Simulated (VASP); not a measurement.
Output of a VASP run:

File OSZICAR:
```
       N       E                     dE             d eps       ncg     rms          rms(c)
DAV:   1     0.271314392766E+03    0.27131E+03   -0.16079E+04   512   0.117E+03
DAV:   2     0.144651849745E+02   -0.25685E+03   -0.25495E+03   520   0.285E+02
DAV:   3    -0.156287166128E+02   -0.30094E+02   -0.29502E+02   528   0.114E+02
DAV:   4    -0.167493823550E+02   -0.11207E+01   -0.11198E+01   536   0.257E+01
DAV:   5    -0.167828352567E+02   -0.33453E-01   -0.33447E-01   584   0.431E+00    0.446E+00
DAV:   6    -0.162898566035E+02    0.49298E+00   -0.16050E+00   560   0.612E+00    0.278E+00
DAV:   7    -0.162743138454E+02    0.15543E-01   -0.38639E-01   616   0.254E+00    0.110E+00
DAV:   8    -0.162661676597E+02    0.81462E-02   -0.55451E-02   544   0.145E+00    0.247E-01
DAV:   9    -0.162626074198E+02    0.35602E-02   -0.10088E-02   600   0.575E-01    0.110E-01
DAV:  10    -0.162612504148E+02    0.13570E-02   -0.17595E-03   536   0.203E-01    0.434E-02
DAV:  11    -0.162605846611E+02    0.66575E-03   -0.10768E-03   624   0.117E-01    0.392E-02
DAV:  12    -0.162611917673E+02   -0.60711E-03   -0.35330E-04   552   0.764E-02    0.165E-02
DAV:  13    -0.162617235450E+02   -0.53178E-03   -0.11793E-04   464   0.427E-02    0.141E-02
DAV:  14    -0.162619818892E+02   -0.25834E-03   -0.34648E-05   448   0.252E-02    0.612E-03
DAV:  15    -0.162620646106E+02   -0.82721E-04   -0.76282E-06   472   0.148E-02    0.358E-03
DAV:  16    -0.162621174697E+02   -0.52859E-04   -0.71192E-06   392   0.812E-03    0.197E-03
DAV:  17    -0.162621393478E+02   -0.21878E-04   -0.12463E-06   416   0.381E-03    0.119E-03
DAV:  18    -0.162621723133E+02   -0.32965E-04   -0.22743E-06   416   0.487E-03    0.633E-04
DAV:  19    -0.162621874553E+02   -0.15142E-04   -0.63458E-07   400   0.279E-03    0.658E-04
DAV:  20    -0.162621996707E+02   -0.12215E-04   -0.85650E-07   400   0.233E-03    0.310E-04
DAV:  21    -0.162622013181E+02   -0.16474E-05   -0.68486E-08   376   0.135E-03    0.207E-04
DAV:  22    -0.162622016443E+02   -0.32627E-06   -0.11110E-08   360   0.511E-04
   1 F= -.16262202E+02 E0= -.16262202E+02  d E =-.129427E-12
```

**OUTCAR**
```
------------------------ aborting loop because EDIFF is reached ----------------------------------------
  FORCE on cell =-STRESS in cart. coord.  units (eV):
  Direction    XX          YY          ZZ          XY          YZ          ZX
  --------------------------------------------------------------------------------------
  Total        0.0035537      0.0045373     -0.0347224      0.0000000      0.0000000      0.0000000
  in kB        0.0150142      0.0191702     -0.1467020      0.0000000      0.0000000      0.0000000
  external PRESSURE =      -0.0375059 kB  Pullay stress =       0.0000000 kB
  volume of cell :      379.21
      direct lattice vectors                 reciprocal lattice vectors
     4.291232092  0.000000000  0.000000000     0.233033306  0.000000000  0.000000000
     0.000000000  4.412929760  0.000000000     0.000000000  0.226606825  0.000000000
     0.000000000  0.000000000 20.025104432     0.000000000  0.000000000  0.049937318
 POSITION                                       TOTAL-FORCE (eV/Angst)
 -----------------------------------------------------------------------------------
      3.21842      4.00643     11.39999         0.000000     -0.006523     -0.006310
      1.07281      1.79996      8.62512        -0.000000     -0.006523      0.006310
      1.07281      2.05959     11.34288         0.000000      0.006523      0.008707
      3.21842      4.26605      8.68222         0.000000      0.006523     -0.008707
 -----------------------------------------------------------------------------------
    total drift:                                0.000000      0.000336      0.000001
  FREE ENERGIE OF THE ION-ELECTRON SYSTEM (eV)
  ---------------------------------------------------
  free  energy   TOTEN  =       -16.2622016443 eV

  energy  without entropy=      -16.2622016443  energy(sigma->0) =      -16.26220164
```
(Selected blocks of OUTCAR.)

POSCAR:
```
SnSe
1
    4.2912320917     0.0000000000     0.0000000000
    0.0000000000     4.4129297603     0.0000000000
    0.0000000000     0.0000000000    20.0251044317
Sn Se
2 2
Direct
  0.7500000000   0.9078834541   0.5692848472
  0.2500000000   0.4078834541   0.4307151528
  0.2500000000   0.4667165459   0.5664330711
  0.7500000000   0.9667165459   0.4335669289
```

Write an INCAR and KPOINTS that could have produced this output.

This is not unique; one that fits is the input of the run itself, PBE GGA, plane waves, VASP's PBE PAW potentials (set 64).

### INCAR
```
# general
SYSTEM  = SnSe
PREC    = Accurate
ENCUT   = 400
LREAL   = .FALSE.
LASPH   = .TRUE.

# electronic loop
EDIFF   = 1E-6
NELM    = 100
ALGO    = Normal
LMAXMIX = 4

# smearing
ISMEAR  = 0
SIGMA   = 0.05

# functional
GGA     = PE

# output
LWAVE   = .FALSE.
LCHARG  = .TRUE.
```

File KPOINTS:
```
Automatic mesh
0
Gamma
5 5 1
0 0 0
```

POTCAR, in this order: Sn_d Se (PBE.64 set). Program: vasp_std.

The cell holds a wide vacuum, so values per volume refer to the whole cell.

The cell is a sheet with vacuum, built from a generated structure.
